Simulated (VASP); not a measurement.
Method: LDA (Ceperley-Alder, Perdew-Zunger), VASP's LDA PAW potentials (set 64) (plane waves; VASP).

VASP input:

POSCAR:
```
SrO
1
    0.0000000000     2.5388379720     2.5388379720
    2.5388379720     0.0000000000     2.5388379720
    2.5388379720     2.5388379720     0.0000000000
Sr O
1 1
Direct
  0.5000000000   0.5000000000   0.5000000000
  0.0000000000   0.0000000000   0.0000000000
```

**INCAR**
```
SYSTEM=SrO
PREC=Accurate; ENCUT=520; LREAL=.False.
LASPH=.True.
EDIFF=1E-7; NELM=100; ALGO=Normal
LMAXMIX=4
ISMEAR=-5
ISIF=2
LWAVE=.False.; LCHARG=.True.; LORBIT=11
NEDOS=601
```

File KPOINTS:
```
kpoints
0
gamma
10 10 10
```

POTCAR, in this order: Sr_sv O (LDA.64 set). Program: vasp_std.

What VASP printed:

File OUTCAR:
```
 ion  position               nearest neighbor table
   1  0.500  0.500  0.500-   2 2.54   2 2.54   2 2.54   2 2.54   2 2.54   2 2.54
   2  0.000  0.000  0.000-   1 2.54   1 2.54   1 2.54   1 2.54   1 2.54   1 2.54
  LATTYP: Found a face centered cubic cell.
 ALAT       =     5.0776759440
 Subroutine PRICEL returns:
 Original cell was already a primitive cell.
 Subroutine GETGRP returns: Found 48 space group operations
The static configuration has the point symmetry O_h .
The dynamic configuration has the point symmetry O_h .
 Subroutine INISYM returns: Found 48 space group operations
 Subroutine IBZKPT returns following result:
 Found     47 irreducible k-points:

 Following reciprocal coordinates:
            Coordinates               Weight
  0.000000  0.000000  0.000000      1.000000
  0.100000  0.000000  0.000000      8.000000
  0.200000  0.000000  0.000000      8.000000
  0.300000  0.000000  0.000000      8.000000
  0.400000  0.000000  0.000000      8.000000
  0.500000  0.000000  0.000000      4.000000
  0.100000  0.100000  0.000000      6.000000
  0.200000  0.100000  0.000000     24.000000
  0.300000  0.100000  0.000000     24.000000
...
```

**OSZICAR**
```
       N       E                     dE             d eps       ncg     rms          rms(c)
DAV:   1     0.665144738570E+02    0.66514E+02   -0.81261E+03  1128   0.126E+03
DAV:   2    -0.122933028030E+02   -0.78808E+02   -0.73792E+02  1556   0.254E+02
DAV:   3    -0.155130693229E+02   -0.32198E+01   -0.32047E+01  1668   0.467E+01
DAV:   4    -0.155818620861E+02   -0.68793E-01   -0.68782E-01  1480   0.442E+00
DAV:   5    -0.155822546193E+02   -0.39253E-03   -0.39252E-03  1476   0.354E-01    0.191E+01
DAV:   6    -0.135803687244E+02    0.20019E+01   -0.10091E+01  1296   0.245E+01    0.225E+01
DAV:   7    -0.134329946026E+02    0.14737E+00   -0.58977E-01  1368   0.707E+00    0.128E+01
DAV:   8    -0.133883261082E+02    0.44668E-01   -0.15686E-01  1256   0.412E+00    0.114E+00
DAV:   9    -0.133875410737E+02    0.78503E-03   -0.95771E-03  1772   0.826E-01    0.258E-01
DAV:  10    -0.133876150594E+02   -0.73986E-04   -0.66932E-04  1296   0.266E-01    0.844E-02
DAV:  11    -0.133876147835E+02    0.27593E-06   -0.11132E-04  1360   0.969E-02    0.193E-02
DAV:  12    -0.133876153670E+02   -0.58347E-06   -0.99316E-06  1284   0.323E-02    0.654E-03
DAV:  13    -0.133876154237E+02   -0.56741E-07   -0.74790E-07  1444   0.941E-03
   1 F= -.13387615E+02 E0= -.13387615E+02  d E =0.000000E+00
```

### OUTCAR
```
------------------------ aborting loop because EDIFF is reached ----------------------------------------
  FORCE on cell =-STRESS in cart. coord.  units (eV):
  Direction    XX          YY          ZZ          XY          YZ          ZX
  --------------------------------------------------------------------------------------
  Total        0.0018809      0.0018809      0.0018809     -0.0000000     -0.0000000      0.0000000
  in kB        0.0920729      0.0920729      0.0920729     -0.0000000     -0.0000000      0.0000000
  external PRESSURE =       0.0920729 kB  Pullay stress =       0.0000000 kB
  volume of cell :       32.73
      direct lattice vectors                 reciprocal lattice vectors
     0.000000000  2.538837972  2.538837972    -0.196940492  0.196940492  0.196940492
     2.538837972  0.000000000  2.538837972     0.196940492 -0.196940492  0.196940492
     2.538837972  2.538837972  0.000000000     0.196940492  0.196940492 -0.196940492
  FREE ENERGIE OF THE ION-ELECTRON SYSTEM (eV)
  ---------------------------------------------------
  free  energy   TOTEN  =       -13.3876154237 eV

  energy  without entropy=      -13.3876154237  energy(sigma->0) =      -13.38761542

 total charge

# of ion       s       p       d       tot
------------------------------------------
    1        2.020   5.816   0.281   8.116
    2        1.542   3.413   0.000   4.956
--------------------------------------------------
tot          3.562   9.229   0.281  13.072
```
(Selected blocks of OUTCAR.)

The structure comes from a computed database's SrO entry (Fm-3m); how it stands against other phases isn't given here. It was relaxed first, which changed the volume by -5 %.
